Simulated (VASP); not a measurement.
Data:

```
Ca
1.0
    0.00000     2.66864     2.66864
    2.66864     0.00000     2.66864
    2.66864     2.66864     0.00000
Ca
1
Direct
  0.00000   0.00000   0.00000
```

Computed with LDA (Ceperley-Alder, Perdew-Zunger), VASP's LDA PAW potentials (set 64) (plane waves; VASP 6.6.1). Numerical set-up: 520 eV cut-off, Gaussian smearing of 0.050 eV, potentials Ca_sv.

Task: Give the energies of bands 5 to 8 at the high-symmetry points, in eV from the Fermi level.

Result: 
```csv
band,Γ,X,U,L,W
5,-4.24,-0.64,-0.08,-1.12,0.08
6,2.32,0.39,0.30,-0.04,0.68
7,2.32,1.18,0.91,2.19,0.68
8,2.32,4.30,3.38,2.19,2.67
```

It has no gap at this level: it comes out as a metal or semimetal.

The compound is Ca in the fcc structure. It was relaxed first, which changed the volume by -12 %.
